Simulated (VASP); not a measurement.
Level of theory: PBEsol GGA, VASP's PBE PAW potentials (set 64) (plane waves; VASP).

A VASP calculation is set up with these files.

INCAR:
```
! general
SYSTEM   =  HfN
PREC     =  Accurate
ENCUT    =  520   ! plane-wave cut-off (eV)
LREAL    =  F
LASPH    =  T   ! aspherical one-centre terms

! electronic loop
EDIFF    =  1E-7   ! SCF stop (eV)
NELM     =  100   ! most electronic steps
ALGO     =  Normal
LMAXMIX  =  6

! smearing
ISMEAR   =  -5   ! tetrahedra, Bloechl

! functional
GGA      =  PS

! ions
ISIF     =  2   ! forces and stress, cell fixed

! output
LWAVE    =  F
LCHARG   =  T
LORBIT   =  11   ! lm-projected
NEDOS    =  601

! other
LEFG     =  T
```

### KPOINTS
```
Automatic mesh
0
Gamma
13 13 4
0 0 0
```

### POSCAR
```
HfN
1
    3.1394430989    -0.0000000607    -0.0000000000
   -1.5697211548     2.7188374770     0.0000000000
   -0.0000000000    -0.0000000000    10.8006984861
Hf N
4 4
Direct
  0.3333330000   0.6666670000   0.1170959908
  0.6666670000   0.3333330000   0.6170959908
  0.6666670000   0.3333330000   0.8829040092
  0.3333330000   0.6666670000   0.3829040092
  0.0000000000   0.0000000000   0.0000000000
  0.0000000000   0.0000000000   0.5000000000
  0.3333330000   0.6666670000   0.7500000000
  0.6666670000   0.3333330000   0.2500000000
```

POTCAR, in this order: Hf_pv N (PBE.64 set). Program: vasp_std.

Output

File OSZICAR:
```
       N       E                     dE             d eps       ncg     rms          rms(c)
DAV:   1     0.309908596026E+03    0.30991E+03   -0.33959E+04  4536   0.167E+03
DAV:   2    -0.807698281229E+02   -0.39068E+03   -0.38104E+03  5728   0.407E+02
DAV:   3    -0.101287407315E+03   -0.20518E+02   -0.20293E+02  5592   0.754E+01
DAV:   4    -0.101645118776E+03   -0.35771E+00   -0.35558E+00  5664   0.977E+00
DAV:   5    -0.101649682870E+03   -0.45641E-02   -0.45575E-02  5556   0.990E-01    0.105E+02
DAV:   6    -0.913399230513E+02    0.10310E+02   -0.66195E+01  5100   0.322E+01    0.852E+01
DAV:   7    -0.912316023601E+02    0.10832E+00   -0.73897E+00  5088   0.125E+01    0.190E+01
DAV:   8    -0.909987505801E+02    0.23285E+00   -0.13758E+00  5196   0.455E+00    0.291E+00
DAV:   9    -0.909915183914E+02    0.72322E-02   -0.83201E-02  5364   0.167E+00    0.279E+00
DAV:  10    -0.909906492391E+02    0.86915E-03   -0.11412E-02  5552   0.578E-01    0.435E-01
DAV:  11    -0.909904877119E+02    0.16153E-03   -0.14078E-03  5664   0.202E-01    0.858E-02
DAV:  12    -0.909904948715E+02   -0.71597E-05   -0.12964E-04  5676   0.620E-02    0.282E-02
DAV:  13    -0.909904855641E+02    0.93074E-05   -0.31010E-05  5376   0.305E-02    0.793E-02
DAV:  14    -0.909904853445E+02    0.21966E-06   -0.87728E-06  5156   0.157E-02    0.190E-02
DAV:  15    -0.909904858945E+02   -0.55004E-06   -0.59432E-07  4756   0.446E-03    0.358E-03
DAV:  16    -0.909904859739E+02   -0.79435E-07   -0.89079E-08  2968   0.157E-03
   1 F= -.90990486E+02 E0= -.90990486E+02  d E =0.000000E+00
```

**OUTCAR**
```
------------------------ aborting loop because EDIFF is reached ----------------------------------------
  FORCE on cell =-STRESS in cart. coord.  units (eV):
  Direction    XX          YY          ZZ          XY          YZ          ZX
  --------------------------------------------------------------------------------------
  Total        0.1063336      0.1063336      0.0125900      0.0000000      0.0000000      0.0000000
  in kB        1.8479631      1.8479631      0.2188001      0.0000002      0.0000000      0.0000000
  external PRESSURE =       1.3049088 kB  Pullay stress =       0.0000000 kB
  volume of cell :       92.19
      direct lattice vectors                 reciprocal lattice vectors
     3.139443099 -0.000000061  0.000000000     0.318527834  0.183902085  0.000000000
    -1.569721155  2.718837477  0.000000000     0.000000007  0.367804262  0.000000000
     0.000000000  0.000000000 10.800698486     0.000000000  0.000000000  0.092586605
 POSITION                                       TOTAL-FORCE (eV/Angst)
 -----------------------------------------------------------------------------------
     -0.00000      1.81256      1.26472         0.000000     -0.000000     -0.162307
      1.56972      0.90628      6.66507        -0.000000      0.000000     -0.162307
      1.56972      0.90628      9.53598        -0.000000      0.000000      0.162307
     -0.00000      1.81256      4.13563         0.000000     -0.000000      0.162307
      0.00000      0.00000      0.00000        -0.000000     -0.000000      0.000000
      0.00000      0.00000      5.40035        -0.000000     -0.000000      0.000000
     -0.00000      1.81256      8.10052        -0.000000     -0.000000      0.000000
      1.56972      0.90628      2.70017         0.000000     -0.000000      0.000000
 -----------------------------------------------------------------------------------
    total drift:                               -0.002283      0.001318     -0.000815
  FREE ENERGIE OF THE ION-ELECTRON SYSTEM (eV)
  ---------------------------------------------------
  free  energy   TOTEN  =       -90.9904859739 eV

  energy  without entropy=      -90.9904859739  energy(sigma->0) =      -90.99048597

 total charge

# of ion       s       p       d       tot
------------------------------------------
    1        0.306   6.608   1.817   8.731
    2        0.306   6.608   1.817   8.731
    3        0.306   6.608   1.817   8.731
    4        0.306   6.608   1.817   8.731
    5        1.234   2.523   0.000   3.757
    6        1.234   2.523   0.000   3.757
    7        1.224   2.460   0.000   3.683
    8        1.224   2.460   0.000   3.683
--------------------------------------------------
tot          6.139  36.398   7.267  49.804

 Electric field gradients after diagonalization (V/A^2)
 (convention: |V_zz| > |V_xx| > |V_yy|)
----------------------------------------------------------------------
 ion       V_xx      V_yy      V_zz     asymmetry (V_yy - V_xx)/ V_zz
----------------------------------------------------------------------
   1      28.744    28.737   -57.481       0.000
   2      28.744    28.737   -57.481       0.000
   3      28.744    28.737   -57.481       0.000
   4      28.744    28.737   -57.481       0.000
   5      -1.888    -1.887     3.775       0.000
   6      -1.888    -1.887     3.775       0.000
   7      -2.548    -2.547     5.096       0.000
   8      -2.549    -2.547     5.096       0.000
```
(Selected blocks of OUTCAR.)

**OUTCAR**
```
 val. band max:        8.0773781160   @ k =   0.3077   0.3077   0.0000

 cond. band min:       7.9037853723   @ k =   0.2308   0.2308   0.2500


 Fermi energy:         8.0108365842

 k-point     1 :       0.0000    0.0000    0.0000
  band No.  band energies     occupation
      1     -23.9862      2.00000
      2     -23.4184      2.00000
      3     -23.3834      2.00000
      4     -22.9584      2.00000
      5     -22.9584      2.00000
      6     -22.9015      2.00000
      7     -22.9015      2.00000
      8     -22.8997      2.00000
      9     -22.8997      2.00000
     10     -22.8421      2.00000
     11     -22.8421      2.00000
     12     -22.7475      2.00000
     13      -9.3180      2.00000
     14      -8.4833      2.00000
     15      -7.5822      2.00000
     16      -6.5039      2.00000
     17      -0.7717      2.00000
     18       0.8720      2.00000
     19       2.0624      2.00000
     20       2.0624      2.00000
     21       2.2417      2.00000
     22       2.6031      2.00000
     23       2.6031      2.00000
     24       4.1545      2.00000
     25       4.1546      2.00000
     26       5.0071      2.00000
     27       5.4972      2.00000
     28       5.4972      2.00000
     29       6.3135      2.00000
     30       8.2406      0.22668
     31       8.2406      0.00000
     32       8.2770      0.00000
     33       8.4012      0.00000
     34       8.4012      0.00000
     35       9.5153      0.00000
     36      10.0352      0.00000

 k-point     2 :       0.0769    0.0000    0.0000
  band No.  band energies     occupation
      1     -23.9683      2.00000
      2     -23.4092      2.00000
      3     -23.3852      2.00000
      4     -23.0055      2.00000
      5     -22.9739      2.00000
      6     -22.9533      2.00000
      7     -22.9520      2.00000
      8     -22.9147      2.00000
      9     -22.9077      2.00000
     10     -22.8822      2.00000
     11     -22.8477      2.00000
     12     -22.7431      2.00000
...
```

For a metal the tetrahedron method with Blöchl corrections gives inexact stress and forces. Unless said otherwise, spin-orbit coupling is left out, though it shifts the bands of the heavy elements here.

The structure was generated: HfN was put into the TiAs type (P6_3/mmc), which need not be its known phase. It was relaxed first, which changed the volume by -27 %.
